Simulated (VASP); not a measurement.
Calculation: PBEsol GGA, VASP's PBE PAW potentials (set 64) (plane waves; VASP 6.6.1).

VASP input:

POSCAR:
```
BN
1
    1.2298764530    -2.1302087483    -0.0000000000
    1.2298764530     2.1302087483     0.0000000000
    0.0000000000     0.0000000000     4.0720380118
B N
2 2
Direct
  0.6666670000   0.3333330000   0.5006449908
  0.3333330000   0.6666670000   0.0006449908
  0.6666670000   0.3333330000   0.8743550092
  0.3333330000   0.6666670000   0.3743550092
```

**KPOINTS**
```
Automatic mesh
0
Gamma
10 10 6
0 0 0
```

**INCAR**
```
SYSTEM=BN
PREC=Accurate; ENCUT=620; LREAL=.FALSE.
LASPH=.TRUE.
EDIFF=1E-6; NELM=100; ALGO=Normal
ISMEAR=0; SIGMA=0.05
GGA=PS
IBRION=2; NSW=40; ISIF=3
EDIFFG=-0.02; PSTRESS=450
LWAVE=.FALSE.; LCHARG=.FALSE.
```

POTCAR, in this order: B N (PBE.64 set). Program: vasp_std.

What will the output report for the number of irreducible k-points (NKPTS), largest plane-wave count, number of space-group operations, FFT grid (NGX, NGY, NGZ)?

```yaml
number of irreducible k-points (NKPTS): 56
largest_plane_wave_count: 764
number_of_space_group_operations: 12
FFT grid (NGX, NGY, NGZ): 20 × 20 × 36
```

The compound is BN in the wurtzite structure, a metastable high-pressure form. It was relaxed first under an external pressure of 45 GPa.
